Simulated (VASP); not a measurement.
All values below come from PBE GGA, VASP's PBE PAW potentials (set 64) (plane waves; VASP).

Input for VASP

File KPOINTS:
```
kpoints
0
Gamma
  6 6 9
```

### INCAR
```
SYSTEM = MgH2
PREC = Accurate
ENCUT = 300
EDIFF = 1E-6
NELM = 100
ALGO = Normal
LREAL = .FALSE.
LASPH = .TRUE.
ISMEAR = 0
SIGMA = 0.01
GGA = PE
LWAVE = .FALSE.
LCHARG = .FALSE.
ISIF = 2
```

POSCAR:
```
MgH2
1
    4.5322010000     0.0000000000     0.0000000000
    0.0000000000     4.5322010000     0.0000000000
    0.0000000000     0.0000000000     3.0296470000
Mg H
2 4
Direct
  0.5000000000   0.5000000000   0.5000000000
  0.0000000000   0.0000000000   0.0000000000
  0.6955700000   0.6955700000   0.0000000000
  0.3044300000   0.3044300000   0.0000000000
  0.8044300000   0.1955700000   0.5000000000
  0.1955700000   0.8044300000   0.5000000000
```

POTCAR, in this order: Mg H (PBE.64 set). Program: vasp_std.

Output of the run:

**OSZICAR**
```
       N       E                     dE             d eps       ncg     rms          rms(c)
DAV:   1    -0.290504082033E+01   -0.29050E+01   -0.23910E+03   800   0.481E+02
DAV:   2    -0.183166620893E+02   -0.15412E+02   -0.15348E+02  1088   0.715E+01
DAV:   3    -0.187796033387E+02   -0.46294E+00   -0.46294E+00  1008   0.167E+01
DAV:   4    -0.187805575724E+02   -0.95423E-03   -0.95423E-03  1128   0.789E-01
DAV:   5    -0.187805600312E+02   -0.24588E-05   -0.24588E-05  1008   0.307E-02    0.639E+00
DAV:   6    -0.178973798651E+02    0.88318E+00   -0.69564E-01   864   0.495E+00    0.333E+00
DAV:   7    -0.175861962742E+02    0.31118E+00   -0.95202E-01   904   0.620E+00    0.513E-01
DAV:   8    -0.175949860460E+02   -0.87898E-02   -0.19063E-02   880   0.106E+00    0.939E-02
DAV:   9    -0.175949025943E+02    0.83452E-04   -0.80952E-04  1136   0.208E-01    0.207E-02
DAV:  10    -0.175949308148E+02   -0.28220E-04   -0.41977E-05   896   0.567E-02    0.108E-02
DAV:  11    -0.175949291396E+02    0.16752E-05   -0.73054E-06   992   0.141E-02    0.185E-03
DAV:  12    -0.175949291212E+02    0.18375E-07   -0.20361E-07   464   0.374E-03
   1 F= -.17594929E+02 E0= -.17594929E+02  d E =-.183687E-32
```

File OUTCAR:
```
------------------------ aborting loop because EDIFF is reached ----------------------------------------
  FORCE on cell =-STRESS in cart. coord.  units (eV):
  Direction    XX          YY          ZZ          XY          YZ          ZX
  --------------------------------------------------------------------------------------
  Total       -0.8230946     -0.8230946     -0.9866315      0.0000000      0.0000000      0.0000000
  in kB      -21.1909273    -21.1909273    -25.4012576      0.0000000      0.0000000      0.0000000
  external PRESSURE =     -22.5943708 kB  Pullay stress =       0.0000000 kB
  volume of cell :       62.23
      direct lattice vectors                 reciprocal lattice vectors
     4.532201000  0.000000000  0.000000000     0.220643347  0.000000000  0.000000000
     0.000000000  4.532201000  0.000000000     0.000000000  0.220643347  0.000000000
     0.000000000  0.000000000  3.029647000     0.000000000  0.000000000  0.330071457
 POSITION                                       TOTAL-FORCE (eV/Angst)
 -----------------------------------------------------------------------------------
      2.26610      2.26610      1.51482         0.000000     -0.000000      0.000000
      0.00000      0.00000      0.00000         0.000000     -0.000000      0.000000
      3.15246      3.15246      0.00000        -0.001011     -0.001011     -0.000000
      1.37974      1.37974      0.00000         0.001011      0.001011      0.000000
      3.64584      0.88636      1.51482         0.001011     -0.001011      0.000000
      0.88636      3.64584      1.51482        -0.001011      0.001011      0.000000
 -----------------------------------------------------------------------------------
    total drift:                                0.000000      0.000000      0.000000
  FREE ENERGIE OF THE ION-ELECTRON SYSTEM (eV)
  ---------------------------------------------------
  free  energy   TOTEN  =       -17.5949291212 eV

  energy  without entropy=      -17.5949291212  energy(sigma->0) =      -17.59492912
```
(Selected blocks of OUTCAR.)

At this cut-off the stress carries a Pulay error, which pulls relaxed volumes low.

The structure comes from a computed database's MgH2 entry; how it stands against other phases isn't given here. The cell was not relaxed at this level.
